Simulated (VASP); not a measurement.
Energy against volume of NaCl (rock salt). These are revTPSS meta-GGA, VASP's PBE PAW potentials (set 64) (plane waves; VASP) values and carry that method's errors. Settings: 520 eV cut-off, 8×8×8 Γ-centred mesh, Gaussian smearing of 0.050 eV, potentials Na_pv Cl.

```tsv
V (Å³/atom)	E (eV/atom)
21.315	-4.68471
21.995	-4.69020
22.676	-4.69207
23.356	-4.69089
```

Fit these four points and predict the energy of the run at 24.036 Å³/atom.

A cubic in V^(−2/3), the third-order Birch-Murnaghan form, passes through the four points with V0 = 22.73 Å³/atom and B0 = 24 GPa, and gives -4.6871 eV/atom there. The run gave -4.6872 eV/atom, -0.0 meV/atom from the fit; all five points give B0 = 24 GPa.

The compound is NaCl in the rock salt structure. It was relaxed first.
